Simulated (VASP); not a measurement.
VASP input:

File POSCAR:
```
RbBr
1.0
  0.0000000000   3.4228074273   3.4228074273
  3.4228074273   0.0000000000   3.4228074273
  3.4228074273   3.4228074273   0.0000000000
Rb Br
1 1
Cartesian
  0.0000000000   0.0000000000   0.0000000000
  3.4228074273   3.4228074273   3.4228074273
```

INCAR:
```
SYSTEM=RbBr
PREC=Accurate; ENCUT=480; LREAL=.FALSE.
LASPH=.TRUE.
EDIFF=1E-7; NELM=100; ALGO=Normal
LMAXMIX=4
ISMEAR=0; SIGMA=0.05
GGA=PS
ISIF=2
LWAVE=.FALSE.; LCHARG=.FALSE.
```

### KPOINTS
```
Automatic mesh
0
Gamma
6 6 6
```

POTCAR, in this order: Rb_sv Br (PBE.64 set). Program: vasp_std.

Problem. Translate this PBEsol calculation to Quantum ESPRESSO's pw.x.

Solution. One equivalent input (not run):
```
&CONTROL
  calculation = 'scf'
  pseudo_dir = './pseudo'
  outdir = './out'
  tprnfor = .true.
  tstress = .true.
/
&SYSTEM
  ibrav = 0
  nat = 2
  ntyp = 2
  ecutwfc = 46
  occupations = 'smearing'
  smearing = 'gaussian'
  degauss = 0.003675
  input_dft = 'pbesol'
/
&ELECTRONS
  conv_thr = 7.3e-09
  electron_maxstep = 100
/
ATOMIC_SPECIES
  Rb 85.468 Rb.upf
  Br 79.904 Br.upf
CELL_PARAMETERS angstrom
    -0.0000000    3.4228074    3.4228074
     3.4228074    0.0000000    3.4228074
     3.4228074    3.4228074    0.0000000
ATOMIC_POSITIONS crystal
  Rb   0.0000000  0.0000000  0.0000000
  Br   0.5000000  0.5000000  0.5000000
K_POINTS automatic
  6 6 6 0 0 0
```
The two are equivalent in intent, not identical: the potentials are each code's own (VASP's PAW set, PseudoDojo norm-conserving files in pw.x), so ENCUT and ecutwfc are chosen apart and not converted; conv_thr bounds pw.x's estimated SCF error, while EDIFF bounds the energy change between steps.

The compound is RbBr in the rock salt structure. It was relaxed first.
